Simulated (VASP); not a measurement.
OSZICAR of a VASP run on CuZn (CsCl type):

OSZICAR:
```
       N       E                     dE             d eps       ncg     rms          rms(c)
DAV:   1     0.111455743707E+03    0.11146E+03   -0.11564E+04  1728   0.254E+03
DAV:   2    -0.204529564724E+01   -0.11350E+03   -0.11050E+03  1694   0.328E+02
DAV:   3    -0.525288292849E+01   -0.32076E+01   -0.31711E+01  2128   0.732E+01
DAV:   4    -0.527421191916E+01   -0.21329E-01   -0.21325E-01  1834   0.520E+00
DAV:   5    -0.527452266776E+01   -0.31075E-03   -0.31075E-03  2337   0.683E-01    0.886E+00
DAV:   6    -0.519565153221E+01    0.78871E-01   -0.15662E+01  1826   0.102E+02    0.586E+00
DAV:   7    -0.433704359749E+01    0.85861E+00   -0.35278E+00  1777   0.923E+01    0.210E+00
DAV:   8    -0.434236751066E+01   -0.53239E-02   -0.17565E-01  2294   0.599E+00    0.119E+00
DAV:   9    -0.433406840398E+01    0.82991E-02   -0.24525E-02  1994   0.409E+00    0.521E-02
DAV:  10    -0.433411260984E+01   -0.44206E-04   -0.68767E-04  2652   0.533E-01    0.288E-02
DAV:  11    -0.433411322371E+01   -0.61387E-06   -0.30945E-05  2310   0.145E-01    0.125E-02
DAV:  12    -0.433411153204E+01    0.16917E-05   -0.12749E-06  1242   0.300E-02    0.319E-03
DAV:  13    -0.433411162206E+01   -0.90020E-07   -0.58564E-07  1092   0.200E-02
   1 F= -.43341116E+01 E0= -.43340802E+01  d E =-.433411E+01
       N       E                     dE             d eps       ncg     rms          rms(c)
DAV:   1    -0.433545089837E+01   -0.13394E-02   -0.18006E-02  1701   0.325E+00    0.288E-01
DAV:   2    -0.433465776249E+01    0.79314E-03   -0.11297E-02  1708   0.275E+00    0.146E-01
DAV:   3    -0.433418033884E+01    0.47742E-03   -0.30070E-03  1730   0.164E+00    0.752E-02
DAV:   4    -0.433412227745E+01    0.58061E-04   -0.14271E-04  2321   0.330E-01    0.301E-02
DAV:   5    -0.433410476242E+01    0.17515E-04   -0.13867E-05  2618   0.676E-02    0.205E-03
DAV:   6    -0.433410495979E+01   -0.19736E-06   -0.64902E-07  1051   0.171E-02
   2 F= -.43341050E+01 E0= -.43340671E+01  d E =0.666227E-05
```

### Question
Which electronic solver shows in the log?

### Answer
It is blocked Davidson (ALGO = Normal, or the opening steps of other solvers). The INCAR had ALGO = Normal.

### Question
Can the final energy be trusted as converged?

### Answer
The calculation finished and met its thresholds. It stopped with EDIFF = 1E-6, NELM = 100, NSW = 60 and EDIFFG = -0.01 after 2 ionic steps (revPBE GGA, plane waves, VASP's PBE PAW potentials (set 64)).

The compound is CuZn in the CsCl type structure. This run relaxes it. Symmetry was kept, so distortions that lower it aren't found. The start is the result of an earlier pass. The electron count is odd and the run is not spin-polarised, which forces a metal.
